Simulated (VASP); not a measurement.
Runs of VASP 6.6.1 on Y3Ge. Symmetry: I4/mmm, No. 139, tetragonal system. Conventional cell: a = 4.531 Å, b = 4.531 Å, c = 10.394 Å, α = 90.00°, β = 90.00°, γ = 90.00°. Y (site symmetry 4/mmm) is surrounded by 4 Ge at 3.20 Å and 8 Y at 3.45 Å. Around Y (site symmetry -4m2) lie 8 Y at 3.20 to 3.45 Å and 4 Ge at 3.45 Å. Ge (site symmetry 4/mmm) has 12 Y at 3.20 to 3.45 Å as nearest neighbours. The cell comes from a database or a generator and needn't be the stable form of this composition.

```tsv
level	potentials or basis	gap on the mesh (eV)	pressure (GPa)	relaxed volume (Å³/atom)
BLYP+D3	VASP PAW PBE potentials, release 64 (Y_sv, Ge_d)	none	0.0	25.54
PBEsol	VASP PAW PBE potentials, release 64 (Y_sv, Ge_d)	none	0.0	(a)
LDA	VASP PAW LDA potentials, release 64 (Y_sv, Ge_d)	none	0.0	23.98
revPBE	VASP PAW PBE potentials, release 64 (Y_sv, Ge_d)	none	0.0	27.22
BLYP+D3(BJ)	VASP PAW PBE potentials, release 64 (Y_sv, Ge_d)	none	0.0	(b)
RPBE	VASP PAW PBE potentials, release 64 (Y_sv, Ge_d)	none	0.0	27.48
BLYP	VASP PAW PBE potentials, release 64 (Y_sv, Ge_d)	none	0.0	27.78
```

Alike in all rows: task relaxation of cell and atoms; no spin polarisation; cell relaxed; k mesh 6 × 6 × 6; cutoff (eV) 600; smearing fermi-dirac 0.05 eV.

**Question.** Estimate the missing entries.

**Answer.** (a) 25.14; (b) 24.71.

Caveats: the PAW data sets were made with another functional, which shifts forces and pressure a little (some runs); pairwise dispersion overbinds metals, which lowers pressure and volume (some runs).

A k mesh can miss the band edges, and the runs leave out spin-orbit coupling on Ge, Y.

A gap of «none» marks a metal or a gap under the smearing width.

Runs at the PBE level aren't shown here.
